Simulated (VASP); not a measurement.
Runs of VASP 6.6.1 on BCl3. The cell holds a molecule in a box, 4 atoms: a = 13.134 Å, b = 13.634 Å, c = 14.134 Å, α = 90.00°, β = 90.00°, γ = 90.00°. 

| level | gap on the mesh (eV) | largest force (eV/Å) |
| --- | --- | --- |
| RPBE | 5.04 | 0.25 |
| PBE | (b) | 0.02 |
| optB86b-vdW | (a) | 0.01 |
| RPBE+D3(BJ) | 5.04 | 0.04 |

Alike in all rows: task single point; potentials or basis VASP PAW PBE potentials, release 64 (B, Cl); no spin polarisation; cell as given; k mesh 1 × 1 × 1; cutoff (eV) 400; smearing gaussian 0.01 eV.

Fill in the values left out.

(a) 5.00; (b) 4.98.

Caveats: the PAW data sets were made with another functional, which shifts forces and pressure a little (some runs).

A k mesh can miss the band edges.

Not every run made on this cell is shown here.
